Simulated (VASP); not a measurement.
Energy against volume of PbF2 (fluorite). Calculation: r2SCAN meta-GGA, VASP's PBE PAW potentials (set 64) (plane waves; VASP). Settings: 520 eV cut-off, 7×7×7 Γ-centred mesh, Gaussian smearing of 0.050 eV, potentials Pb_d F.

```json
[
 {"V (Å³/atom)": "16.756", "E (eV/atom)": "-23.38203"},
 {"V (Å³/atom)": "17.275", "E (eV/atom)": "-23.38723"},
 {"V (Å³/atom)": "17.793", "E (eV/atom)": "-23.38469"},
 {"V (Å³/atom)": "18.311", "E (eV/atom)": "-23.37576"}
]
```

Fit these four points and predict the energy of the run at 16.238 Å³/atom.

A cubic in V^(−2/3), the third-order Birch-Murnaghan form, passes through the four points with V0 = 17.35 Å³/atom and B0 = 78 GPa, and gives -23.3675 eV/atom there. The run gave -23.3678 eV/atom, -0.3 meV/atom from the fit; all five points give B0 = 77 GPa.

The compound is PbF2 in the fluorite structure, the β form. It was relaxed first.
